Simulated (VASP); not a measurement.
The system is PtSe2 (Sudovikovite).

```
Pt Se
1.0
     3.72400    0.00000    0.00000
    -1.86200    3.22508    0.00000
     0.00000    0.00000    5.06200
Pt Se
1 2
Direct
  0.00000 0.00000 0.00000
  0.33333 0.66667 0.25000
  0.66667 0.33333 0.75000
```

- Program: VASP 6.6.1
- Task: relaxation of cell and atoms
- Functional: LDA
- Potentials or basis: VASP PAW LDA potentials, release 64 (Pt, Se)
- Cutoff: 600 eV
- k mesh: 9 × 9 × 5
- Occupations: gaussian, width 0.03 eV
- Spin: no spin polarisation

At the start: pressure -0.0 GPa; volume 20.27 Å³/atom.

Problem. How do energy, volume and symmetry change on relaxing?

Solution. Over 22 steps the energy falls by 11.9 meV/atom and the volume is 19.25 Å³/atom (-5.0 %); space group P-3m1 (No. 164, to 0.05 Å).

Step by step:
| step | energy change (eV) | largest force (eV/Å) | pressure (GPa) | volume (Å³) |
| --- | --- | --- | --- | --- |
| 1 | 0.0000 | 0.2186 | -0.03 | 60.80 |
| 2 | -0.0051 | 0.1275 | -0.86 | 60.77 |
| 3 | -0.0095 | 0.0736 | -2.55 | 60.69 |
| 4 | -0.0105 | 0.0784 | -2.53 | 60.62 |
| 5 | -0.0134 | 0.0925 | -2.51 | 60.41 |
| 6 | -0.0184 | 0.1219 | -2.43 | 59.98 |
| 7 | -0.0259 | 0.1882 | -2.19 | 59.14 |
| 8 | -0.0244 | 0.3720 | -1.35 | 57.44 |
| 9 | -0.0288 | 0.2390 | -1.88 | 58.52 |
| 10 | -0.0324 | 0.1541 | -1.11 | 58.26 |
| 11 | -0.0343 | 0.0247 | 0.13 | 57.88 |
| 12 | -0.0343 | 0.0325 | 0.05 | 57.90 |
| 13 | -0.0345 | 0.0273 | 0.03 | 57.91 |
| 14 | -0.0351 | 0.0107 | -0.03 | 57.92 |
| 15 | -0.0355 | 0.0220 | -0.14 | 57.95 |
| 16 | -0.0355 | 0.0193 | -0.12 | 57.94 |
| 17 | -0.0355 | 0.0269 | 0.01 | 57.88 |
| 18 | -0.0355 | 0.0320 | 0.09 | 57.84 |
| 19 | -0.0356 | 0.0274 | 0.06 | 57.83 |
| 20 | -0.0356 | 0.0126 | 0.01 | 57.79 |
| 21 | -0.0356 | 0.0169 | -0.09 | 57.72 |
| 22 | -0.0357 | 0.0009 | -0.04 | 57.76 |

Final structure:
```xyz
3
Lattice="3.7444 0.0000 0.0000 -1.8722 3.2428 0.0000 0.0000 0.0000 4.7569" Properties=species:S:1:pos:R:3 pbc="T T T"
Pt    0.0000    0.0000    0.0000
Se    0.0000    2.1618    1.2646
Se    1.8722    1.0809    3.4923
```
